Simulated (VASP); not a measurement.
Given:

```
Mg
1.0
    3.21029     0.00000     0.00000
   -1.60515     2.78020     0.00000
    0.00000     0.00000     5.11346
Mg
2
Cartesian
  1.60515   0.92673   3.83510
  0.00000   1.85347   1.27837
```

Level of theory: PBE GGA, VASP's PBE PAW potentials (set 64) (plane waves; VASP 6.6.1). Run with PREC = Normal, EDIFF = 1E-5, 400 eV cut-off, 15×15×8 Γ-centred mesh, first-order Methfessel-Paxton smearing of 0.10 eV, potentials Mg.

Task: Predict the energy per atom (σ→0), band gap (on the k-mesh) with the smallest direct gap where there is one.

Result: 
| Quantity | Value |
|---|---|
| band gap (on the k-mesh) | none (metal, semimetal or under 0.01 eV) |
| energy per atom (σ→0) | -1.506 eV/atom |

Only differences to runs with the same potentials and settings are physical.

The compound is Mg in the hcp structure. It was relaxed first.
